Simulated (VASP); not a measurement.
Computed with modified Becke-Johnson potential (mBJ) with spin-orbit coupling, VASP's PBE PAW potentials (set 64) (plane waves; VASP).

A VASP calculation is set up with these files.

### INCAR
```
SYSTEM = CdS
PREC = Accurate; ENCUT = 350; LREAL = F
LASPH = T
EDIFF = 1E-6; NELM = 200; ALGO = Normal
LMAXMIX = 4; LMIXTAU = T
ISMEAR = 0; SIGMA = 0.05
METAGGA = MBJ; GGA_COMPAT = F
MAGMOM = 0 0 0 0 0 0 0 0 0 0 0 0
LSORBIT = T
ISIF = 0
LWAVE = F; LCHARG = F
```

**POSCAR**
```
CdS
1
    2.0997287929    -3.6368367724     0.0000000000
    2.0997287929     3.6368367724     0.0000000000
    0.0000000000     0.0000000000     6.8201519542
Cd S
2 2
Direct
  0.6666670000   0.3333330000   0.5000027958
  0.3333330000   0.6666670000   0.0000027958
  0.6666670000   0.3333330000   0.8769972042
  0.3333330000   0.6666670000   0.3769972042
```

### KPOINTS
```
Automatic mesh
0
Gamma
4 4 4
0 0 0
```

File KPOINTS_OPT:
```
k-points along high-symmetry lines
7
Line-mode
Reciprocal
  0.000000   0.000000   0.000000 ! GAMMA
  0.000000   0.500000   0.000000 ! M

  0.000000   0.500000   0.000000 ! M
 -0.333333   0.666667   0.000000 ! K

 -0.333333   0.666667   0.000000 ! K
  0.000000   0.000000   0.000000 ! GAMMA

  0.000000   0.000000   0.000000 ! GAMMA
  0.000000   0.000000   0.500000 ! A

  0.000000   0.000000   0.500000 ! A
  0.000000   0.500000   0.500000 ! L

  0.000000   0.500000   0.500000 ! L
 -0.333333   0.666667   0.500000 ! H

 -0.333333   0.666667   0.500000 ! H
  0.000000   0.000000   0.500000 ! A

  0.000000   0.500000   0.500000 ! L
  0.000000   0.500000   0.000000 ! M

 -0.333333   0.666667   0.500000 ! H
 -0.333333   0.666667   0.000000 ! K
```

POTCAR, in this order: Cd S (PBE.64 set). Program: vasp_ncl. Read from the step before: WAVECAR.

Output of the run:

**OUTCAR**
```
 ion  position               nearest neighbor table
   1  0.667  0.333  0.500-   4 2.57   4 2.57   4 2.57   3 2.57
   2  0.333  0.667  0.000-   3 2.57   3 2.57   3 2.57   4 2.57
   3  0.667  0.333  0.877-   2 2.57   2 2.57   2 2.57   1 2.57
   4  0.333  0.667  0.377-   1 2.57   1 2.57   1 2.57   2 2.57
  LATTYP: Found a hexagonal cell.
 ALAT       =     4.1994574308
 C/A-ratio  =     1.6240555040
 Subroutine PRICEL returns:
 Original cell was already a primitive cell.
 Subroutine GETGRP returns: Found 12 space group operations
The static configuration has the point symmetry C_3v.
 The point group associated with its full space group is C_6v.
The dynamic configuration has the point symmetry C_3v.
The overall configuration has the point symmetry C_3v.
 Subroutine INISYM returns: Found 12 space group operations
 Subroutine IBZKPT returns following result:
 Found     16 irreducible k-points:

 Following reciprocal coordinates:
            Coordinates               Weight
  0.000000  0.000000  0.000000      1.000000
  0.250000  0.000000  0.000000      6.000000
  0.500000  0.000000  0.000000      3.000000
  0.250000  0.250000  0.000000      6.000000
  0.000000  0.000000  0.250000      1.000000
  0.000000  0.000000 -0.250000      1.000000
  0.250000  0.000000  0.250000      6.000000
 -0.250000 -0.000000 -0.250000      6.000000
  0.500000  0.000000  0.250000      3.000000
  0.500000  0.000000 -0.250000      3.000000
  0.250000  0.250000  0.250000      6.000000
 -0.250000 -0.250000 -0.250000      6.000000
  0.000000  0.000000  0.500000      1.000000
  0.250000  0.000000  0.500000      6.000000
  0.500000  0.000000  0.500000      3.000000
  0.250000  0.250000  0.500000      6.000000
   k-points           NKPTS =     16   k-points in BZ     NKDIM =     16   number of bands    NBANDS=     44
   number of dos      NEDOS =    301   number of ions     NIONS =      4
   total plane-waves  NPLWV =  32928
...
```

File OSZICAR:
```
       N       E                     dE             d eps       ncg     rms          rms(c)
DAV:   1     0.600022648433E+03    0.60002E+03   -0.20679E+00  1408   0.144E+01    0.750E+00
DAV:   2     0.599108992403E+03   -0.91366E+00   -0.56830E+00  1408   0.197E+01    0.257E+01
DAV:   3     0.598291727153E+03   -0.81727E+00   -0.48080E-01  1516   0.393E+00    0.303E+01
DAV:   4     0.598468173513E+03    0.17645E+00   -0.20982E-01  1496   0.263E+00    0.248E+01
DAV:   5     0.600362821637E+03    0.18946E+01   -0.12584E+00  1408   0.548E+00    0.167E+01
DAV:   6     0.600543892548E+03    0.18107E+00   -0.53133E-02  1444   0.135E+00    0.168E+01
DAV:   7     0.600420572628E+03   -0.12332E+00   -0.74491E-03  1460   0.493E-01    0.181E+01
DAV:   8     0.602463344821E+03    0.20428E+01   -0.22848E-01  1408   0.430E+00    0.332E+00
DAV:   9     0.602910769380E+03    0.44742E+00   -0.16491E-01  1408   0.313E+00    0.142E+00
DAV:  10     0.602880881556E+03   -0.29888E-01   -0.69001E-03  1468   0.921E-01    0.127E+00
DAV:  11     0.602890005208E+03    0.91237E-02   -0.30821E-03  1484   0.365E-01    0.101E+00
DAV:  12     0.603101288411E+03    0.21128E+00   -0.17597E-02  1416   0.799E-01    0.307E+00
DAV:  13     0.603244788586E+03    0.14350E+00   -0.83018E-03  1420   0.686E-01    0.261E+00
DAV:  14     0.603218279791E+03   -0.26509E-01   -0.80101E-04  1556   0.241E-01    0.184E+00
DAV:  15     0.603076349589E+03   -0.14193E+00   -0.13128E-03  1408   0.364E-01    0.644E-01
DAV:  16     0.603017469567E+03   -0.58880E-01   -0.62577E-04  1468   0.163E-01    0.455E-01
DAV:  17     0.602998770788E+03   -0.18699E-01   -0.17954E-04  1428   0.102E-01    0.260E-01
DAV:  18     0.602980819090E+03   -0.17952E-01   -0.73164E-05  1476   0.589E-02    0.213E-01
DAV:  19     0.602967853807E+03   -0.12965E-01   -0.21152E-05  1424   0.320E-02    0.118E-01
DAV:  20     0.602957554966E+03   -0.10299E-01   -0.89841E-06  1444   0.210E-02    0.348E-02
DAV:  21     0.602957078789E+03   -0.47618E-03   -0.23637E-06  1200   0.146E-02    0.269E-02
DAV:  22     0.602954214057E+03   -0.28647E-02   -0.90952E-07   924   0.101E-02    0.152E-02
DAV:  23     0.602954008757E+03   -0.20530E-03   -0.24200E-07   764   0.393E-03    0.206E-02
DAV:  24     0.602954254851E+03    0.24609E-03   -0.20910E-07   732   0.282E-03    0.147E-02
DAV:  25     0.602954661151E+03    0.40630E-03   -0.14057E-07   748   0.216E-03    0.993E-03
DAV:  26     0.602954974576E+03    0.31343E-03   -0.43943E-08   716   0.120E-03    0.574E-03
DAV:  27     0.602955156740E+03    0.18216E-03   -0.12363E-08   716   0.689E-04    0.455E-03
DAV:  28     0.602955523944E+03    0.36720E-03   -0.75828E-09   716   0.867E-04    0.128E-03
DAV:  29     0.602955620509E+03    0.96564E-04   -0.98307E-09   716   0.738E-04    0.162E-03
DAV:  30     0.602955739654E+03    0.11915E-03   -0.19765E-09   712   0.438E-04    0.363E-04
DAV:  31     0.602955748513E+03    0.88591E-05   -0.91646E-10   704   0.358E-04    0.234E-04
DAV:  32     0.602955769045E+03    0.20532E-04   -0.21707E-10   704   0.260E-04    0.108E-04
DAV:  33     0.602955777286E+03    0.82407E-05   -0.12726E-10   704   0.249E-04    0.537E-05
DAV:  34     0.602955776392E+03   -0.89361E-06   -0.53451E-11   704   0.249E-04
   1 F= 0.60295578E+03 E0= 0.60295578E+03  d E =-.526643E-16  mag=     0.0000     0.0000    -0.0000
       N       E                     dE             ncg
       N       E                     dE             ncg
       N       E                     dE             ncg
       N       E                     dE             ncg
```

OUTCAR:
```
------------------------ aborting loop because EDIFF is reached ----------------------------------------
  volume of cell :      104.16
      direct lattice vectors                 reciprocal lattice vectors
     2.099728793 -3.636836772  0.000000000     0.238125991 -0.137482112  0.000000000
     2.099728793  3.636836772  0.000000000     0.238125991  0.137482112  0.000000000
     0.000000000  0.000000000  6.820151954     0.000000000  0.000000000  0.146624299
  FREE ENERGIE OF THE ION-ELECTRON SYSTEM (eV)
  ---------------------------------------------------
  free  energy   TOTEN  =       602.9557763922 eV

  energy  without entropy=      602.9557763922  energy(sigma->0) =      602.95577639

     CMBJ =    1.0000

     CMBJA=   -0.0120

     CMBJB=    1.0230

     CMBJE=    0.5000

    CMBJ =    1.2943

 Ion:    1  E_soc:     -0.0489608

 Ion:    2  E_soc:     -0.0489608

 Ion:    3  E_soc:     -0.0021809

 Ion:    4  E_soc:     -0.0021809
```
(Selected blocks of OUTCAR.)

OUTCAR:
```
 val. band max:        1.1702104213   @ k =   0.0000   0.0000   0.0000

 cond. band min:       3.8023134906   @ k =   0.0000   0.0000   0.0000


 Fermi energy:         1.4435727255

 k-point     1 :       0.0000    0.0000    0.0000
  band No.  band energies     occupation
      1     -10.8020      1.00000
      2     -10.8020      1.00000
      3     -10.4873      1.00000
      4     -10.4873      1.00000
      5      -6.4657      1.00000
      6      -6.4657      1.00000
      7      -6.4473      1.00000
      8      -6.4473      1.00000
      9      -6.4109      1.00000
     10      -6.4109      1.00000
     11      -6.0880      1.00000
     12      -6.0880      1.00000
     13      -5.9135      1.00000
     14      -5.9135      1.00000
     15      -5.7658      1.00000
     16      -5.7658      1.00000
     17      -5.6140      1.00000
     18      -5.6140      1.00000
     19      -5.6053      1.00000
     20      -5.6053      1.00000
     21      -5.4774      1.00000
     22      -5.4774      1.00000
     23      -5.2196      1.00000
     24      -5.2196      1.00000
     25      -2.4102      1.00000
     26      -2.4102      1.00000
     27       0.5338      1.00000
     28       0.5338      1.00000
     29       0.5581      1.00000
     30       0.5581      1.00000
     31       1.1250      1.00000
     32       1.1250      1.00000
     33       1.1615      1.00000
     34       1.1615      1.00000
     35       1.1702      1.00000
     36       1.1702      1.00000
     37       3.8023      0.00000
     38       3.8023      0.00000
     39       5.2533      0.00000
     40       5.2533      0.00000
     41       8.6064      0.00000
     42       8.6064      0.00000
     43       8.9135      0.00000
     44       8.9135      0.00000

 k-point     2 :       0.2500    0.0000    0.0000
  band No.  band energies     occupation
      1     -10.6606      1.00000
      2     -10.6602      1.00000
      3     -10.4332      1.00000
      4     -10.4290      1.00000
...
```

mBJ is a potential without an energy functional, so only the levels count.

The compound is CdS in the wurtzite structure. It was relaxed first. The k-mesh is coarse (spacing up to 0.43 per Å, 2π included), so the numbers may not be converged in it. The cell's shape comes from a PBE relaxation.
